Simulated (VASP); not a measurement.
Data:

```xyz
3
Lattice="3.7429 0.0000 0.0000 -1.8715 3.2415 0.0000 0.0000 0.0000 6.2854" Properties=species:S:1:pos:R:3 pbc="T T T"
Zr     0.0000     0.0000     0.0000
Se     1.8715     1.0805     4.7510
Se     0.0000     2.1610     1.5344
```

These are PBE GGA, VASP's PBE PAW potentials (set 64) (plane waves; VASP 6.6.1) values and carry that method's errors. Numerical set-up: 300 eV cut-off, 8×8×4 Γ-centred mesh, Fermi-Dirac smearing of 0.050 eV, potentials Zr_sv Se.

Q: Give the energies of bands 7 to 15 at the high-symmetry points, in eV from the valence-band maximum.

A: 
| band | Γ | M | K | A | L | H |
|---|---|---|---|---|---|---|
| 7 | -4.75 | -4.73 | -3.77 | -3.76 | -4.81 | -3.80 |
| 8 | -2.79 | -3.06 | -3.67 | -2.75 | -3.62 | -3.80 |
| 9 | -2.79 | -2.76 | -3.67 | -2.75 | -2.72 | -3.46 |
| 10 | -0.15 | -2.59 | -2.35 | -2.06 | -2.64 | -2.34 |
| 11 | 0.00 | -2.09 | -2.35 | -0.13 | -1.07 | -2.09 |
| 12 | 0.00 | -1.30 | -1.82 | -0.13 | -1.05 | -2.09 |
| 13 | 1.08 | 0.58 | 1.79 | 1.06 | 0.35 | 1.84 |
| 14 | 1.08 | 2.66 | 2.72 | 1.06 | 2.66 | 2.31 |
| 15 | 1.61 | 3.05 | 2.72 | 2.09 | 3.03 | 2.31 |

The gap is indirect, 0.35 eV, from the valence maximum at Γ to the conduction minimum at L.

The structure comes from a computed database's ZrSe2 entry; how it stands against other phases isn't given here. The cell was not relaxed at this level.
